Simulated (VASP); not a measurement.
VASP runs on K$_{2}$Te (space group P-3m1) share one base input (PBE GGA, plane waves, VASP's PBE PAW potentials (set 64)) and change the settings named in each case.

**INCAR**
```
# general
SYSTEM =K2Te
PREC   =Accurate
ENCUT  =300   # plane-wave cut-off (eV)
LREAL  =F   # projection in real space or not
LASPH  =T

# electronic loop
EDIFF  =1E-6
NELM   =100   # most electronic steps
ALGO   =Normal   # blocked Davidson
LMAXMIX=4

# smearing
ISMEAR =0   # Gaussian
SIGMA  =0.1   # width (eV)

# functional
GGA    =PE

# ions
ISIF   =2

# output
LWAVE  =F
LCHARG =F
```

KPOINTS:
```
Automatic mesh
0
Gamma
4 4 3
0 0 0
```

**POSCAR**
```
K2Te
1
    4.6313910000     0.0000000000     0.0000000000
   -2.3156950000     4.0109020000     0.0000000000
    0.0000000000     0.0000000000     7.4713940000
Te K
1 2
Direct
  0.0000000000   0.0000000000   0.0000000000
  0.3333330000   0.6666670000   0.2520000000
  0.6666670000   0.3333330000   0.7480000000
```

POTCAR, in this order: Te K_sv (PBE.64 set). Program: vasp_std.

```
change                                                                                                                          E(σ→0) (eV/atom)  pressure (GPa)  −TS (eV)
------------------------------------------------------------------------------------------------------------------------------  ----------------  --------------  --------
base run                                                                                                                                 -2.3698            2.23   -0.0045
GGA removed, POTCAR Te K_sv (LDA.64 set)                                                                                                 -2.7103            0.63   -0.0045
GGA_COMPAT = .FALSE., LNONCOLLINEAR = .TRUE., LSORBIT = .TRUE., MAGMOM = 0.0 0.0 0.0 0.0 0.0 0.0 0.0 0.0 0.0, program vasp_ncl           -2.4116            2.26   -0.0042
KPOINTS 2×2×1 Γ-centred mesh                                                                                                             -2.2466            2.87   -0.0381
```
 Energies of different potentials or functionals have different zeros.  Unless said otherwise, spin-orbit coupling is left out, though it shifts the bands of the heavy elements here. At 300 eV the pressure can carry a Pulay error.

Left out are runs that ran out of time, are held back, or changed the cell or the kind of run, fixed moments of cells without a moment, rows past the twelfth, gaps on odd meshes, pressures of charged cells and columns that move by less than the noise.

The structure was generated: K2Te was put into an ordered model structure, which need not be its known phase. The cell was not relaxed at this level, its lattice was scaled by up to 2.5 %.
